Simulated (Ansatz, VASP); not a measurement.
**One calculation of NaAl, two programs**

```
CELL_PARAMETERS angstrom
3.59557 0.00000 0.00000
0.00000 3.59557 0.00000
0.00000 0.00000 3.59557
ATOMIC_POSITIONS crystal
Na 0.00000 0.00000 0.00000
Al 0.50000 0.50000 0.50000
```

Alike in both runs: functional PBE; k mesh 6 × 6 × 6; occupations gaussian, width 0.1 eV; no spin polarisation.

Ansatz relaxed the structure, and its values are those at the end. VASP's run is a single point on that final structure, the one shown.

|  | VASP | Ansatz |
| --- | --- | --- |
| version | VASP 6.6.1 | Ansatz 0.2.0 |
| potentials or method | VASP PAW PBE potentials, release 64 (Na_pv, Al) | scalar-relativistic, plane waves, PAW |
| plane-wave cutoff (eV) | 520 | 420 |
| valence electrons in the cell | 10 | 12 |

|  | VASP | Ansatz | Ansatz less VASP |
| --- | --- | --- | --- |
| gap on the k mesh at the Fermi level (eV) | none | none | - |
| pressure (GPa) | 0.2 | 0.3 | +0.10 |

A gap of «none» marks a metal or a gap that the smearing closes. The two sets of potentials don't hold the same shells in valence.
